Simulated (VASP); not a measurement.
Output of a VASP run:

### OSZICAR
```
       N       E                     dE             d eps       ncg     rms          rms(c)
DAV:   1     0.782645717362E+02    0.78265E+02   -0.64947E+03  3174   0.116E+03
DAV:   2    -0.874302325624E+01   -0.87008E+02   -0.84429E+02  3216   0.305E+02
DAV:   3    -0.137465656844E+02   -0.50035E+01   -0.47967E+01  4833   0.727E+01
DAV:   4    -0.139192195404E+02   -0.17265E+00   -0.17145E+00  3994   0.116E+01
DAV:   5    -0.139261902606E+02   -0.69707E-02   -0.69668E-02  4602   0.215E+00    0.100E+01
DAV:   6    -0.124959006636E+02    0.14303E+01   -0.12317E+01  3865   0.384E+01    0.333E+00
DAV:   7    -0.123633727564E+02    0.13253E+00   -0.10597E+00  3609   0.112E+01    0.198E+00
DAV:   8    -0.123524634823E+02    0.10909E-01   -0.13431E-01  3632   0.397E+00    0.462E-01
DAV:   9    -0.123507713257E+02    0.16922E-02   -0.18535E-02  3652   0.180E+00    0.243E-01
DAV:  10    -0.123510666964E+02   -0.29537E-03   -0.12593E-03  4019   0.395E-01    0.581E-02
DAV:  11    -0.123510363529E+02    0.30343E-04   -0.25459E-04  3737   0.175E-01    0.409E-02
DAV:  12    -0.123510408085E+02   -0.44556E-05   -0.21268E-05  3616   0.528E-02    0.940E-03
DAV:  13    -0.123510402427E+02    0.56579E-06   -0.80537E-07  2437   0.876E-03
   1 F= -.12351040E+02 E0= -.12350405E+02  d E =-.190610E-02
```

**OUTCAR**
```
------------------------ aborting loop because EDIFF is reached ----------------------------------------
  FORCE on cell =-STRESS in cart. coord.  units (eV):
  Direction    XX          YY          ZZ          XY          YZ          ZX
  --------------------------------------------------------------------------------------
  Total        0.5190529      0.9299445      1.1097275      0.0000000      0.0000000      0.0000000
  in kB       26.6070346     47.6696366     56.8854475      0.0000000      0.0000000      0.0000000
  external PRESSURE =      43.7207063 kB  Pullay stress =       0.0000000 kB
  volume of cell :       31.26
      direct lattice vectors                 reciprocal lattice vectors
     2.829310000  0.000000000  0.000000000     0.353443066  0.000000000  0.000000000
     0.000000000  2.784281000  0.000000000     0.000000000  0.359159151  0.000000000
     0.000000000  0.000000000  3.967639000     0.000000000  0.000000000  0.252039059
 POSITION                                       TOTAL-FORCE (eV/Angst)
 -----------------------------------------------------------------------------------
      0.00000      0.00000      0.00000         0.347873      0.000000      0.000000
      1.48324      1.39214      1.98382        -0.347873      0.000000      0.000000
 -----------------------------------------------------------------------------------
    total drift:                               -0.000007      0.000000      0.000000
  FREE ENERGIE OF THE ION-ELECTRON SYSTEM (eV)
  ---------------------------------------------------
  free  energy   TOTEN  =       -12.3510402427 eV

  energy  without entropy=      -12.3491341429  energy(sigma->0) =      -12.35040488
```
(Selected blocks of OUTCAR.)

**POSCAR**
```
TiAl
1
    2.8293100000     0.0000000000     0.0000000000
    0.0000000000     2.7842810000     0.0000000000
    0.0000000000     0.0000000000     3.9676390000
Ti Al
1 1
Direct
  0.0000000000   0.0000000000   0.0000000000
  0.5242410000   0.5000000000   0.5000000000
```

Problem. Write an INCAR and KPOINTS that could have produced this output.

Solution. This is not unique; one that fits is the input of the run itself, PBE GGA, plane waves, VASP's PBE PAW potentials (set 64).

KPOINTS:
```
Automatic
0
gamma
 10 10 7
0 0 0
```

INCAR:
```
SYSTEM = TiAl
PREC = Accurate
ENCUT = 400
EDIFF = 1E-6
NELM = 100
ALGO = Normal
LREAL = .FALSE.
LASPH = .TRUE.
ISMEAR = 1
SIGMA = 0.1
GGA = PE
LMAXMIX = 4
LWAVE = .FALSE.
LCHARG = .FALSE.
ISIF = 2
```

POTCAR, in this order: Ti_sv Al (PBE.64 set). Program: vasp_std.

The compound is TiAl in the L1_0 structure. The cell was not relaxed at this level, atoms are displaced from their ideal sites. The run is one of a series of settings (KPOINTS 10×10×7 Γ-centred mesh against the base run), some of them coarse on purpose. The electron count is odd and the run is not spin-polarised, which forces a metal.
